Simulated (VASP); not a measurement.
Input:

```yaml
crystal:
  lattice:
    - [0.00000, 2.31500, 2.31500]
    - [2.31500, 0.00000, 2.31500]
    - [2.31500, 2.31500, 0.00000]
  atoms:
    - { symbol: Na, position: [0.00000, 0.00000, 0.00000] }
    - { symbol: F, position: [0.50000, 0.50000, 0.50000] }
```

The numbers are results of PBEsol GGA, VASP's PBE PAW potentials (set 64) (plane waves; VASP), not measurements. Settings: 650 eV cut-off, 9×9×9 Γ-centred mesh, Gaussian smearing of 0.050 eV, potentials Na_pv F.

Problem. Give the elastic stiffness tensor with the ions relaxed (GPa, in the frame of the cell).

Solution. 
```
      xx    yy    zz    yz    xz    xy
--  ----  ----  ----  ----  ----  ----
xx   104  21.2  21.2   0.0   0.0   0.0
yy  21.2   104  21.2   0.0   0.0   0.0
zz  21.2  21.2   104   0.0   0.0   0.0
yz   0.0   0.0   0.0  27.3   0.0   0.0
xz   0.0   0.0   0.0   0.0  27.3   0.0
xy   0.0   0.0   0.0   0.0   0.0  27.3
```

Problem. Estimate the Hill bulk modulus, Hill shear modulus, Young's modulus, Poisson's ratio.

Solution. 
| Quantity | Value |
|---|---|
| Hill bulk modulus | 49.0 GPa |
| Hill shear modulus | 32.3 GPa |
| Young's modulus | 795 kbar |
| Poisson's ratio | 0.229 |

The compound is NaF in the rock salt structure. The cell was not relaxed at this level.
